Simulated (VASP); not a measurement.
An input for Quantum ESPRESSO's pw.x (written as the equivalent of a VASP run, and not itself run):

```
&CONTROL
  calculation = 'vc-relax'
  pseudo_dir = './pseudo'
  outdir = './out'
  tprnfor = .true.
  tstress = .true.
  nstep = 60
  forc_conv_thr = 0.00078
/
&SYSTEM
  ibrav = 0
  nat = 5
  ntyp = 3
  ecutwfc = 62.5
  occupations = 'smearing'
  smearing = 'gaussian'
  degauss = 0.003675
  input_dft = 'vdw-df-ob86'
/
&ELECTRONS
  conv_thr = 7.3e-08
  electron_maxstep = 100
/
&IONS
/
&CELL
/
ATOMIC_SPECIES
  Cs 132.905 Cs.upf
  Pb 207.200 Pb.upf
  Br 79.904 Br.upf
CELL_PARAMETERS angstrom
     5.8473348   -0.0000000    0.0000000
     0.0000000    5.8473348   -0.0000000
     0.0000000    0.0000000    5.8473348
ATOMIC_POSITIONS crystal
  Cs   0.0000000  0.0000000  0.0000000
  Pb   0.5000000  0.5000000  0.5000000
  Br   0.5000000  0.0000000  0.5000000
  Br   0.0000000  0.5000000  0.5000000
  Br   0.5000000  0.5000000  0.0000000
K_POINTS automatic
  4 4 4 0 0 0
```

### Question
Write the VASP files for the same calculation (optB86b-vdW).

### Answer
Several could match; the one computed here: 
### POSCAR
```
CsPbBr3
1
    5.8473348058    -0.0000000000     0.0000000000
    0.0000000000     5.8473348058    -0.0000000000
    0.0000000000     0.0000000000     5.8473348058
Cs Pb Br
1 1 3
Direct
  0.0000000000   0.0000000000   0.0000000000
  0.5000000000   0.5000000000   0.5000000000
  0.5000000000   0.0000000000   0.5000000000
  0.0000000000   0.5000000000   0.5000000000
  0.5000000000   0.5000000000   0.0000000000
```

**INCAR**
```
# general
SYSTEM   = CsPbBr3
PREC     = Accurate
ENCUT    = 520
LREAL    = .FALSE.
LASPH    = .TRUE.

# electronic loop
EDIFF    = 1E-6
NELM     = 100
ALGO     = Normal
LMAXMIX  = 4

# smearing
ISMEAR   = 0
SIGMA    = 0.05

# functional
GGA      = MK
LUSE_VDW = .TRUE.
AGGAC    = 0.0
PARAM1   = 0.1234
PARAM2   = 1.0

# ions
IBRION   = 2
NSW      = 60
ISIF     = 3
EDIFFG   = -0.02

# output
LWAVE    = .FALSE.
LCHARG   = .FALSE.
```

**KPOINTS**
```
kpoints
0
Gamma
4 4 4
0 0 0
```

POTCAR, in this order: Cs_sv Pb_d Br (PBE.64 set). Program: vasp_std.

The two are equivalent in intent, not identical: the potentials are each code's own (VASP's PAW set, PseudoDojo norm-conserving files in pw.x), so ENCUT and ecutwfc are chosen apart and not converted; conv_thr bounds pw.x's estimated SCF error, while EDIFF bounds the energy change between steps; forc_conv_thr acts on force components and is met together with etot_conv_thr.

The compound is CsPbBr3 in the cubic perovskite structure, the ideal cubic form; the compound distorts at low or room temperature. This run relaxes it. Symmetry was kept, so distortions that lower it aren't found. The start is the result of an earlier pass.
